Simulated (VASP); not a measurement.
Data:

```yaml
crystal:
  lattice:
    - [3.99731, 0.00000, 0.00000]
    - [0.00000, 3.99731, 0.00000]
    - [0.00000, 0.00000, 4.22462]
  atoms:
    - { symbol: Ba, position: [0.00000, 0.00000, 0.01078] }
    - { symbol: Ti, position: [0.50000, 0.50000, 0.52974] }
    - { symbol: O, position: [0.50000, 0.50000, 0.95950] }
    - { symbol: O, position: [0.00000, 0.50000, 0.48198] }
    - { symbol: O, position: [0.50000, 0.00000, 0.48198] }
```

All values below come from PBE GGA, VASP's PBE PAW potentials (set 64) (plane waves; VASP). Numerical set-up: 520 eV cut-off, 6×6×6 Γ-centred mesh, tetrahedra with Blöchl corrections, potentials Ba_sv Ti_sv O.

The cores are frozen, which limits the accuracy of field gradients.

Task: Give the principal components of the electric field gradient (V/Å²) and the asymmetry η at each nucleus.

Result: 
```csv
atom,Vxx,Vyy,Vzz,η
Ba1,4.5,4.5,-9.0,0.00
Ti2,-10.7,-10.7,21.5,0.00
O3,-6.9,-6.9,13.9,0.00
O4,-19.3,-8.1,27.4,0.41
O5,-19.3,-8.1,27.4,0.41
```

The compound is BaTiO3 in the tetragonal perovskite structure. It was relaxed first.
